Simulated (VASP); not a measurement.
Calculation: PBEsol GGA, VASP's PBE PAW potentials (set 64) (plane waves; VASP). For the alloy's cell: Run with 400 eV cut-off, 4×4×8 Γ-centred mesh, tetrahedra with Blöchl corrections, potentials Zn Se S.

```json
[
 {"end member": "ZnS (zinc blende)", "E (eV/atom)": "-3.7936", "V (Å³/atom)": "19.20", "gap (eV)": "2.09"},
 {"end member": "ZnSe (zinc blende)", "E (eV/atom)": "-3.3859", "V (Å³/atom)": "22.36", "gap (eV)": "1.24"}
]
```

An ordered cell with a fraction 0.75 of the second end member relaxes to

Zn4SSe3 has the orthorhombic space group Amm2 (No. 38), Pearson symbol oS16. Cell: a = 3.935 Å, b = 7.873 Å, c = 11.125 Å, α = β = γ = 90.00°. Zn1 on 2b is surrounded by 4 Se at 2.416 Å (tetrahedral). Zn2 on 4d is coordinated by 1 S at 2.341 Å and 3 Se at 2.431–2.435 Å (tetrahedral). Zn3 on 2b is coordinated by 2 S at 2.362 Å and 2 Se at 2.449 Å (tetrahedral). Se1 on 2a is coordinated by 4 Zn at 2.417–2.435 Å (tetrahedral). Se2 on 4e has 4 Zn at 2.416–2.449 Å (tetrahedral). S on 2a sees 4 Zn at 2.341–2.362 Å (tetrahedral). (Neighbours: up to the widest gap in distance over summed covalent radii, below 1.35, at either atom; cation-cation and far metal-metal contacts left out.)
(The calculation used a cell of 8 atoms; values per cell refer to that cell.)

Q: Estimate the mixing energy, the deviation from a linear volume and the gap.

A: Its energy is -3.4790 eV/atom, so the mixing energy is 9 meV/atom. The volume of 21.54 Å³/atom lies -0.1 % from the linear mean. The gap is 1.32 eV against a linear mean of 1.45 eV, a bowing parameter of 0.7 eV for this ordering.
